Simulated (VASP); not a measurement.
A run of VASP 6.6.1 is set up as follows.

INCAR

```
PREC = Accurate
ENCUT = 600
EDIFF = 1E-7
ISMEAR = 1
SIGMA = 0.1
LREAL = F
LASPH = T
NELM = 80
ALGO = Normal
ISIF = 2
LWAVE = F
LCHARG = F
GGA = PE
IVDW = 12
IBRION = 2
NSW = 40
EDIFFG = -0.01
```

The input KPOINTS:

```
regular mesh
0
Gamma
  16 16 16
```

Contents of POSCAR:

```
Al                                      
1.0
    0.0000000000      1.9912374409      1.9912374409
    1.9912374409      0.0000000000      1.9912374409
    1.9912374409      1.9912374409      0.0000000000
  Al            
     1
Direct
     0.0000000000000000    0.0000000000000000    0.0000000000000000
```

Potentials or basis: VASP PAW PBE potentials, release 64 (Al).

Run with:

```bash
$ cat potpaw_PBE.64/Al/POTCAR > POTCAR
$ mpirun -np 1 vasp_std > vasp.out
```

Question: Estimate the band gap on the k mesh.

Answer: None (metal or under the smearing width).

Question: What does it give for the dispersion energy per atom?

Answer: -0.352 eV.

Final structure:
```cif
data_structure
_symmetry_space_group_name_H-M 'P 1'
_symmetry_Int_Tables_number 1
_cell_length_a 2.8160
_cell_length_b 2.8160
_cell_length_c 2.8160
_cell_angle_alpha 60.000
_cell_angle_beta 60.000
_cell_angle_gamma 60.000
_cell_volume 15.79
loop_
_atom_site_label
_atom_site_type_symbol
_atom_site_fract_x
_atom_site_fract_y
_atom_site_fract_z
_atom_site_occupancy
Al1 Al 0.00000 0.00000 0.00000 1
```

Caveat: the relaxation stopped at its first step, so nothing moved.
